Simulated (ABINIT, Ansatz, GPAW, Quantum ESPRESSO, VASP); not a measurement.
**One calculation of WF, 5 ways**

```
W F
1.0
     1.36589    0.78860    5.06960
    -1.36589    0.78860    5.06960
     0.00000   -1.57719    5.06960
W F
1 1
Cartesian
  0.0000 0.0000 12.3818
  0.0000 0.0000 14.2525
```

The cell comes from a database or a generator and needn't be the stable form of this composition.

Alike in all runs: task single point; functional PBE; k mesh 11 × 11 × 11; occupations fermi-dirac, width 0.05 eV; no spin polarisation; no spin-orbit coupling. Pressure is positive in compression and, in plane waves, holds the error of the finite cutoff, which Ansatz's Pulay term estimates and takes out.

```tsv
program and potentials	plane-wave cutoff (eV)	notes	pressure (GPa)	largest force (eV/Å)
ABINIT, JTH PAW PBE v2.0	626	-	?	?
GPAW, GPAW PAW data sets (gpaw-data 1.2.1)	800	-	-0.41	0.029
Quantum ESPRESSO, SSSP 1.3 efficiency PBE	748	-	1.37	0.276
VASP, PBE PAW files F, W_sv, 520 eV	520	-	1.70	0.401
Ansatz, Ansatz PAW (earlier soft set)	420	Pulay term of +0.24 GPa included	0.55	0.003
```

**Question.** Estimate from the other rows what the run with ABINIT, JTH PAW PBE v2.0 gave.

**Answer.** Pressure 0.91 GPa; largest force 0.227 eV/Å. The other rows, which needn't bracket it: pressure -0.41 to 1.70; largest force 0.003 to 0.401.
